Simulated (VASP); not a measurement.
Computed with PBEsol GGA, VASP's PBE PAW potentials (set 64) (plane waves; VASP).

VASP input:

**KPOINTS**
```
Automatic mesh
0
Gamma
5 5 4
0 0 0
```

INCAR:
```
! general
SYSTEM  = HfB2
PREC    = Accurate
ENCUT   = 400
LREAL   = .FALSE.   ! projection in real space or not
LASPH   = .TRUE.   ! aspherical one-centre terms

! electronic loop
EDIFF   = 1E-6   ! SCF stop (eV)
NELM    = 100   ! most electronic steps
ALGO    = Normal
LMAXMIX = 6

! smearing
ISMEAR  = 0
SIGMA   = 0.2   ! width (eV)

! functional
GGA     = PS   ! PBEsol

! ions
ISIF    = 2

! output
LWAVE   = .FALSE.
LCHARG  = .FALSE.
```

POSCAR:
```
HfB2
1
    1.5420540000    -2.6709160000     0.0000000000
    1.5420540000     2.6709160000     0.0000000000
    0.0000000000     0.0000000000     3.4180560000
Hf B
1 2
Direct
  0.0000000000   0.0000000000   0.0000000000
  0.3333330000   0.6666670000   0.5000000000
  0.6666670000   0.3333330000   0.5000000000
```

POTCAR, in this order: Hf_pv B (PBE.64 set). Program: vasp_std.

The run wrote:

OSZICAR:
```
       N       E                     dE             d eps       ncg     rms          rms(c)
DAV:   1     0.172982108012E+02    0.17298E+02   -0.73945E+03   376   0.105E+03
DAV:   2    -0.287314008807E+02   -0.46030E+02   -0.43437E+02   444   0.208E+02
DAV:   3    -0.300854384368E+02   -0.13540E+01   -0.13478E+01   460   0.283E+01
DAV:   4    -0.300927682089E+02   -0.73298E-02   -0.73264E-02   440   0.253E+00
DAV:   5    -0.300928316396E+02   -0.63431E-04   -0.63422E-04   460   0.184E-01    0.586E+01
DAV:   6    -0.279428283576E+02    0.21500E+01   -0.47520E+00   424   0.147E+01    0.420E+01
DAV:   7    -0.278943407207E+02    0.48488E-01   -0.16371E+00   420   0.914E+00    0.108E+01
DAV:   8    -0.278138952696E+02    0.80445E-01   -0.52620E-01   412   0.513E+00    0.181E+00
DAV:   9    -0.278089389832E+02    0.49563E-02   -0.35226E-02   416   0.149E+00    0.312E-01
DAV:  10    -0.278088748999E+02    0.64083E-04   -0.15326E-03   432   0.276E-01    0.388E-01
DAV:  11    -0.278088703747E+02    0.45252E-05   -0.13437E-04   420   0.883E-02    0.168E-01
DAV:  12    -0.278088666064E+02    0.37683E-05   -0.12370E-05   424   0.296E-02    0.295E-02
DAV:  13    -0.278088666975E+02   -0.91115E-07   -0.45906E-07   228   0.654E-03
   1 F= -.27808867E+02 E0= -.27805446E+02  d E =-.684203E-02
```

**OUTCAR**
```
------------------------ aborting loop because EDIFF is reached ----------------------------------------
  FORCE on cell =-STRESS in cart. coord.  units (eV):
  Direction    XX          YY          ZZ          XY          YZ          ZX
  --------------------------------------------------------------------------------------
  Total        2.1588874      2.1588876      1.2709197      0.0000000      0.0000000      0.0000000
  in kB      122.8489892    122.8490006     72.3202170      0.0000000      0.0000000      0.0000000
  external PRESSURE =     106.0060689 kB  Pullay stress =       0.0000000 kB
  volume of cell :       28.16
      direct lattice vectors                 reciprocal lattice vectors
     1.542054000 -2.670916000  0.000000000     0.324242860 -0.187201694  0.000000000
     1.542054000  2.670916000  0.000000000     0.324242860  0.187201694  0.000000000
     0.000000000  0.000000000  3.418056000     0.000000000  0.000000000  0.292563960
 POSITION                                       TOTAL-FORCE (eV/Angst)
 -----------------------------------------------------------------------------------
      0.00000      0.00000      0.00000        -0.000000      0.000000      0.000000
      1.54205      0.89031      1.70903         0.000000     -0.000000     -0.000000
      1.54205     -0.89031      1.70903        -0.000000      0.000000      0.000000
 -----------------------------------------------------------------------------------
    total drift:                               -0.000000     -0.000000      0.000000
  FREE ENERGIE OF THE ION-ELECTRON SYSTEM (eV)
  ---------------------------------------------------
  free  energy   TOTEN  =       -27.8088666975 eV

  energy  without entropy=      -27.8020246724  energy(sigma->0) =      -27.80544568
```
(Selected blocks of OUTCAR.)

At this cut-off the stress carries a Pulay error, which pulls relaxed volumes low.

The structure is a typed HfB2 crystal (P6/mmm). The cell was not relaxed at this level. The k-mesh is coarse (spacing up to 0.47 per Å, 2π included), so the numbers may not be converged in it. The run is one of a series of settings (KPOINTS 5×5×4 Γ-centred mesh against the base run), some of them coarse on purpose.
